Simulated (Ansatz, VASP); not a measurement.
# H2C5 (C(110) slab, H on both faces) in two plane-wave programs, part 2 of 2

Wanted: the spread between two codes on one cell, functional and k mesh. The cell is taken from a series of runs on this material, whose earlier steps may have relaxed, scaled, displaced or heated it; both programs get it as it stands.

VASP 6.6.1 and Ansatz 0.2.0.

So far: Set-up; VASP: single point, PBE with D3(BJ); Ansatz: single point, PBE with D3(BJ).

## (4) Differences

Known differences besides the potentials themselves: Ansatz takes its cutoff from its data sets, VASP runs at 520 eV. Total energies have different zeros and are not compared.

Both answers:

| quantity | Ansatz | VASP | difference |
| --- | --- | --- | --- |
| gap on the k mesh (eV) | 2.207 | 2.211 | -0.003 |

At this near-relaxed geometry the largest component of a force difference is 22 meV/Å. A gap on the mesh is an upper bound, since the band edges may lie between its points. With vacuum in the cell, a pressure given here is an average over mostly empty space and none of the material.

## (5) Results

| Item | Value |
| --- | --- |
| difference in gap on the k mesh (single point, PBE with D3(BJ)) | -0.0031 eV |
| r.m.s. force difference (single point, PBE with D3(BJ)) | 8.2 meV/Å |

The r.m.s. force difference is 8.2 meV/Å (single point, PBE with D3(BJ)), within the 12 meV/Å picked in this series as the mark of a large difference. Such differences can come from data sets, numerical settings and the points named under the comparisons, not from the functional's error against experiment.

[Hosts, paths, dates, database ids (printed as entryN), source tags and the programs' standing remarks are cut or masked in the printed files.]
